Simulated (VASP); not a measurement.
Level of theory: PBEsol GGA, VASP's PBE PAW potentials (set 64) (plane waves; VASP).

VASP ran on this input.

**KPOINTS**
```
Automatic mesh
0
gamma
 4 5 1
0 0 0
```

**POSCAR**
```
HgSe(110) slab
1
    6.1459242970     0.0000000000     0.0000000000
    0.0000000000     4.3458245150    -0.0000000000
   -0.0000000000    -0.0000000000    28.2001167358
Hg Se
6 6
Direct
  0.9469821558   0.0000000000   0.6728197024
  0.5191801812   0.5000000000   0.6211885247
  0.0083181480   0.0000000000   0.5352527983
  0.5083181480   0.5000000000   0.4647472017
  0.0191801812   0.0000000000   0.3788114753
  0.4469821558   0.5000000000   0.3271802976
  0.2658438043   0.0000000000   0.6124745084
  0.7519454754   0.5000000000   0.6995403936
  0.2577302354   0.0000000000   0.4586587291
  0.7577302354   0.5000000000   0.5413412709
  0.2519454754   0.0000000000   0.3004596064
  0.7658438043   0.5000000000   0.3875254916
```

**INCAR**
```
! general
SYSTEM =HgSe(110) slab
PREC   =Normal
ENCUT  =400   ! plane-wave cut-off (eV)
LREAL  =.FALSE.   ! projection in real space or not
LASPH  =.TRUE.

! electronic loop
EDIFF  =1E-5
NELM   =100   ! most electronic steps
NELMIN =4
ALGO   =Normal
LMAXMIX=6   ! l cut-off of mixed one-centre charges

! smearing
ISMEAR =0
SIGMA  =0.05   ! width (eV)

! functional
GGA    =PS   ! PBEsol

! ions
IBRION =2
NSW    =120   ! most ionic steps
ISIF   =2
EDIFFG =-0.03

! output
LWAVE  =.TRUE.
LCHARG =.FALSE.

! other
LDIPOL =.TRUE.
IDIPOL =3
DIPOL  =0.5 0.5 0.5
```

POTCAR, in this order: Hg Se (PBE.64 set). Program: vasp_std.

Output of the run:

### OSZICAR
```
...
DAV:   3    -0.281728488908E+02    0.19018E-03   -0.10838E-03  1360   0.134E-01    0.173E-01
DAV:   4    -0.281727393978E+02    0.10949E-03   -0.45896E-04  1288   0.729E-02    0.666E-02
DAV:   5    -0.281727497469E+02   -0.10349E-04   -0.96201E-05  1312   0.335E-02    0.166E-02
DAV:   6    -0.281727496351E+02    0.11171E-06   -0.11560E-05   776   0.116E-02
   8 F= -.28172750E+02 E0= -.28172712E+02  d E =-.494971E-02
       N       E                     dE             d eps       ncg     rms          rms(c)
DAV:   1    -0.281406899361E+02    0.32060E-01   -0.61412E+01  1152   0.279E+01    0.779E-01
DAV:   2    -0.281728957833E+02   -0.32206E-01   -0.34414E-01  1296   0.238E+00    0.502E-01
DAV:   3    -0.281721755274E+02    0.72026E-03   -0.43908E-03  1368   0.278E-01    0.356E-01
DAV:   4    -0.281716915118E+02    0.48402E-03   -0.16868E-03  1288   0.138E-01    0.154E-01
DAV:   5    -0.281717211839E+02   -0.29672E-04   -0.44499E-04  1368   0.727E-02    0.404E-02
DAV:   6    -0.281717208062E+02    0.37765E-06   -0.54619E-05  1096   0.249E-02
   9 F= -.28171721E+02 E0= -.28171690E+02  d E =-.392088E-02
       N       E                     dE             d eps       ncg     rms          rms(c)
DAV:   1    -0.281608489831E+02    0.10872E-01   -0.25306E+01  1152   0.179E+01    0.516E-01
DAV:   2    -0.281737641604E+02   -0.12915E-01   -0.13743E-01  1296   0.146E+00    0.305E-01
DAV:   3    -0.281734418595E+02    0.32230E-03   -0.18435E-03  1360   0.168E-01    0.221E-01
DAV:   4    -0.281732532820E+02    0.18858E-03   -0.80038E-04  1272   0.956E-02    0.796E-02
DAV:   5    -0.281732681379E+02   -0.14856E-04   -0.14778E-04  1344   0.415E-02    0.212E-02
DAV:   6    -0.281732671988E+02    0.93905E-06   -0.19960E-05   968   0.142E-02
  10 F= -.28173267E+02 E0= -.28173233E+02  d E =-.546727E-02
       N       E                     dE             d eps       ncg     rms          rms(c)
DAV:   1    -0.281737499773E+02   -0.48184E-03   -0.88068E-01  1152   0.333E+00    0.737E-02
DAV:   2    -0.281740996045E+02   -0.34963E-03   -0.36557E-03  1304   0.243E-01    0.502E-02
DAV:   3    -0.281740889877E+02    0.10617E-04   -0.42878E-05  1240   0.259E-02    0.368E-02
DAV:   4    -0.281740841628E+02    0.48249E-05   -0.39940E-05  1048   0.221E-02
  11 F= -.28174084E+02 E0= -.28174050E+02  d E =-.816964E-03
       N       E                     dE             d eps       ncg     rms          rms(c)
DAV:   1    -0.281728991350E+02    0.11899E-02   -0.79276E+00  1152   0.999E+00    0.227E-01
DAV:   2    -0.281761210134E+02   -0.32219E-02   -0.33750E-02  1312   0.742E-01    0.153E-01
DAV:   3    -0.281760304307E+02    0.90583E-04   -0.39074E-04  1360   0.784E-02    0.112E-01
DAV:   4    -0.281759875226E+02    0.42908E-04   -0.30301E-04  1256   0.605E-02    0.279E-02
DAV:   5    -0.281759912491E+02   -0.37265E-05   -0.33480E-05  1040   0.229E-02
  12 F= -.28175991E+02 E0= -.28175957E+02  d E =-.272405E-02
       N       E                     dE             d eps       ncg     rms          rms(c)
DAV:   1    -0.281643612328E+02    0.11626E-01   -0.31759E+01  1152   0.200E+01    0.463E-01
DAV:   2    -0.281776080744E+02   -0.13247E-01   -0.13870E-01  1312   0.154E+00    0.312E-01
DAV:   3    -0.281772580892E+02    0.34999E-03   -0.15731E-03  1360   0.161E-01    0.226E-01
DAV:   4    -0.281770699096E+02    0.18818E-03   -0.11411E-03  1264   0.118E-01    0.638E-02
DAV:   5    -0.281770873161E+02   -0.17406E-04   -0.13682E-04  1272   0.450E-02    0.203E-02
DAV:   6    -0.281770857183E+02    0.15978E-05   -0.76521E-06   776   0.945E-03
  13 F= -.28177086E+02 E0= -.28177051E+02  d E =-.381852E-02
       N       E                     dE             d eps       ncg     rms          rms(c)
DAV:   1    -0.281765280580E+02    0.55926E-03   -0.16824E+00  1152   0.460E+00    0.106E-01
DAV:   2    -0.281772023280E+02   -0.67427E-03   -0.70395E-03  1320   0.337E-01    0.688E-02
DAV:   3    -0.281771830839E+02    0.19244E-04   -0.83465E-05  1368   0.358E-02    0.505E-02
DAV:   4    -0.281771769383E+02    0.61457E-05   -0.69544E-05  1232   0.289E-02
  14 F= -.28177177E+02 E0= -.28177143E+02  d E =-.390974E-02
       N       E                     dE             d eps       ncg     rms          rms(c)
DAV:   1    -0.281777202466E+02   -0.53716E-03   -0.92543E-01  1152   0.337E+00    0.792E-02
DAV:   2    -0.281780627631E+02   -0.34252E-03   -0.36030E-03  1288   0.242E-01    0.503E-02
DAV:   3    -0.281780520520E+02    0.10711E-04   -0.49088E-05  1272   0.268E-02    0.357E-02
DAV:   4    -0.281780483708E+02    0.36812E-05   -0.37995E-05  1080   0.206E-02
  15 F= -.28178048E+02 E0= -.28178016E+02  d E =-.871433E-03
       N       E                     dE             d eps       ncg     rms          rms(c)
DAV:   1    -0.281769399411E+02    0.11121E-02   -0.83284E+00  1152   0.101E+01    0.242E-01
DAV:   2    -0.281800596658E+02   -0.31197E-02   -0.32894E-02  1304   0.737E-01    0.149E-01
DAV:   3    -0.281799682351E+02    0.91431E-04   -0.44355E-04  1360   0.812E-02    0.105E-01
DAV:   4    -0.281799328516E+02    0.35384E-04   -0.31318E-04  1288   0.586E-02    0.242E-02
DAV:   5    -0.281799347745E+02   -0.19229E-05   -0.28625E-05  1016   0.192E-02
  16 F= -.28179935E+02 E0= -.28179906E+02  d E =-.275784E-02
       N       E                     dE             d eps       ncg     rms          rms(c)
DAV:   1    -0.281684175389E+02    0.11515E-01   -0.33378E+01  1152   0.203E+01    0.493E-01
DAV:   2    -0.281812396625E+02   -0.12822E-01   -0.13477E-01  1304   0.153E+00    0.302E-01
DAV:   3    -0.281808818362E+02    0.35783E-03   -0.17571E-03  1360   0.166E-01    0.213E-01
DAV:   4    -0.281807251687E+02    0.15667E-03   -0.12448E-03  1304   0.117E-01    0.521E-02
DAV:   5    -0.281807336340E+02   -0.84652E-05   -0.11300E-04  1184   0.379E-02    0.176E-02
DAV:   6    -0.281807316530E+02    0.19810E-05   -0.11649E-05   768   0.111E-02
  17 F= -.28180732E+02 E0= -.28180711E+02  d E =-.355471E-02
       N       E                     dE             d eps       ncg     rms          rms(c)
DAV:   1    -0.281798285756E+02    0.90506E-03   -0.29787E+00  1152   0.605E+00    0.140E-01
DAV:   2    -0.281809346563E+02   -0.11061E-02   -0.11637E-02  1312   0.437E-01    0.893E-02
DAV:   3    -0.281809010458E+02    0.33610E-04   -0.15652E-04  1368   0.479E-02    0.637E-02
DAV:   4    -0.281808874381E+02    0.13608E-04   -0.11426E-04  1256   0.355E-02    0.148E-02
DAV:   5    -0.281808879370E+02   -0.49888E-06   -0.96954E-06   760   0.114E-02
  18 F= -.28180888E+02 E0= -.28180865E+02  d E =-.371100E-02
       N       E                     dE             d eps       ncg     rms          rms(c)
DAV:   1    -0.281805620687E+02    0.32537E-03   -0.29240E+00  1152   0.603E+00    0.197E-01
DAV:   2    -0.281820331080E+02   -0.14710E-02   -0.15843E-02  1304   0.481E-01    0.104E-01
DAV:   3    -0.281819929209E+02    0.40187E-04   -0.22222E-04  1360   0.594E-02    0.700E-02
DAV:   4    -0.281819746588E+02    0.18262E-04   -0.10238E-04  1328   0.364E-02    0.212E-02
DAV:   5    -0.281819758091E+02   -0.11503E-05   -0.12320E-05   824   0.134E-02
  19 F= -.28181976E+02 E0= -.28181956E+02  d E =-.108787E-02
       N       E                     dE             d eps       ncg     rms          rms(c)
DAV:   1    -0.281813007545E+02    0.67390E-03   -0.18871E+00  1152   0.485E+00    0.160E-01
DAV:   2    -0.281822552215E+02   -0.95447E-03   -0.10309E-02  1304   0.387E-01    0.823E-02
DAV:   3    -0.281822301383E+02    0.25083E-04   -0.14235E-04  1360   0.474E-02    0.554E-02
DAV:   4    -0.281822193704E+02    0.10768E-04   -0.64484E-05  1312   0.289E-02    0.164E-02
DAV:   5    -0.281822200973E+02   -0.72682E-06   -0.72747E-06   712   0.105E-02
  20 F= -.28182220E+02 E0= -.28182203E+02  d E =-.133216E-02
```

File OUTCAR:
```
------------------------ aborting loop because EDIFF is reached ----------------------------------------
  FORCE on cell =-STRESS in cart. coord.  units (eV):
  Direction    XX          YY          ZZ          XY          YZ          ZX
  --------------------------------------------------------------------------------------
  Total       -0.9445448     -2.1688632     -0.3730657      0.0000000      0.0000000      0.0000000
  in kB       -2.0091984     -4.6135203     -0.7935707      0.0000000      0.0000000      0.0000000
  external PRESSURE =      -2.4720965 kB  Pullay stress =       0.0000000 kB
  volume of cell :      753.20
      direct lattice vectors                 reciprocal lattice vectors
     6.145924297  0.000000000  0.000000000     0.162709456  0.000000000  0.000000000
     0.000000000  4.345824515  0.000000000     0.000000000  0.230105932  0.000000000
     0.000000000  0.000000000 28.200116736     0.000000000  0.000000000  0.035460846
 POSITION                                       TOTAL-FORCE (eV/Angst)
 -----------------------------------------------------------------------------------
      5.84663      0.00000     18.90913         0.008641      0.000000     -0.012964
      3.11332      2.17291     17.65722         0.004875      0.000000     -0.001050
      0.01243      0.00000     14.94725         0.001811      0.000000      0.004612
      3.08540      2.17291     13.25287         0.001811      0.000000     -0.004612
      0.04036      0.00000     10.54290         0.004875      0.000000      0.001050
      2.77367      2.17291      9.29099         0.008641      0.000000      0.012964
      1.64953      0.00000     17.19439        -0.009773      0.000000     -0.012934
      4.67789      2.17291     19.74551        -0.002309      0.000000     -0.003603
      1.60148      0.00000     12.86858        -0.003245      0.000000     -0.003416
      4.67445      2.17291     15.33153        -0.003245      0.000000      0.003416
      1.60493      0.00000      8.45461        -0.002309      0.000000      0.003603
      4.72249      2.17291     11.00573        -0.009773      0.000000      0.012934
 -----------------------------------------------------------------------------------
    total drift:                                0.004164      0.000000      0.000005
  FREE ENERGIE OF THE ION-ELECTRON SYSTEM (eV)
  ---------------------------------------------------
  free  energy   TOTEN  =       -28.1822200973 eV

  energy  without entropy=      -28.1821858721  energy(sigma->0) =      -28.18220298

 reached required accuracy - stopping structural energy minimisation
```
(Selected blocks of OUTCAR.)

### CONTCAR
```
HgSe(110) slab
   1.00000000000000
     6.1459242969999996    0.0000000000000000    0.0000000000000000
     0.0000000000000000    4.3458245150000003    0.0000000000000000
     0.0000000000000000    0.0000000000000000   28.2001167357999982
  Hg              Se
     6     6
Direct
     0.9513017972563946    0.0000000000000000    0.6705336711640054
     0.5065673098107537    0.5000000000000000    0.6261398901951413
     0.0020232168295706    0.0000000000000000    0.5300419870817284
     0.5020232168295705    0.5000000000000000    0.4699580129182714
     0.0065673098107538    0.0000000000000000    0.3738601098048588
     0.4513017972563946    0.5000000000000000    0.3294663288359943
     0.2683936350986927    0.0000000000000000    0.6097276095870373
     0.7611375212711561    0.5000000000000000    0.7001925485112307
     0.2605765198334268    0.0000000000000000    0.4563308684967026
     0.7605765198334269    0.5000000000000000    0.5436691315032973
     0.2611375212711560    0.0000000000000000    0.2998074514887692
     0.7683936350986929    0.5000000000000000    0.3902723904129625
```

The cell is a thin slab with vacuum, built from HgSe (zinc blende): (110) face.
